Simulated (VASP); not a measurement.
A run of VASP 6.6.1 is set up as follows.

File INCAR:

```
PREC = Normal
ENCUT = 520
EDIFF = 1E-4
ISMEAR = 0
SIGMA = 0.15
LREAL = Auto
LASPH = True
NELM = 60
ALGO = Fast
ISIF = 3
LWAVE = False
LCHARG = False
GGA = PE
IBRION = 2
NSW = 24
EDIFFG = -0.08
```

Contents of KPOINTS:

```
regular mesh
0
Gamma
  3 3 3
```

Contents of POSCAR:

```
GaBiSe3
1.0
    3.4500000000      1.9918584300      6.2000000000
   -3.4500000000      1.9918584300      6.2000000000
    0.0000000000     -3.9837168600      6.2000000000
Ga Bi Se
2 2 6
Direct
    0.5000000000      0.5000000000      0.5000000000
    0.0000000000      0.0000000000      0.0000000000
    0.2787000000      0.2787000000      0.2787000000
    0.7787000000      0.7787000000      0.7787000000
    0.2201000000      0.8601000000      0.6139000000
    0.6139000000      0.2201000000      0.8601000000
    0.8601000000      0.6139000000      0.2201000000
    0.7201000000      0.1139000000      0.3601000000
    0.3601000000      0.7201000000      0.1139000000
    0.1139000000      0.3601000000      0.7201000000
```

Potentials or basis: VASP PAW PBE potentials, release 64 (Ga_d, Bi_d, Se).

Run with:

```bash
$ cat potpaw_PBE.64/Ga_d/POTCAR potpaw_PBE.64/Bi_d/POTCAR potpaw_PBE.64/Se/POTCAR > POTCAR
$ mpirun -np 1 vasp_std > vasp.out
```

Problem. What does it give for the relaxed volume?

Solution. 27.22 Å³/atom.

Problem. What does it give for the relaxed cell?

Solution. a = 7.429 Å, b = 7.429 Å, c = 7.429 Å, α = 57.35°, β = 57.35°, γ = 57.35°.

Problem. Predict the space group after relaxing (to 0.05 Å).

Solution. R3c (No. 161).

Final structure:
```
CELL_PARAMETERS angstrom
3.56461 2.05803 6.18460
-3.56461 2.05803 6.18460
0.00000 -4.11606 6.18460
ATOMIC_POSITIONS crystal
Ga 0.50113 0.50113 0.50113
Ga 0.00113 0.00113 0.00113
Bi 0.28836 0.28836 0.28836
Bi 0.78836 0.78836 0.78836
Se 0.21042 0.83940 0.63350
Se 0.63350 0.21042 0.83940
Se 0.83940 0.63350 0.21042
Se 0.71042 0.13350 0.33940
Se 0.33940 0.71042 0.13350
Se 0.13350 0.33940 0.71042
```
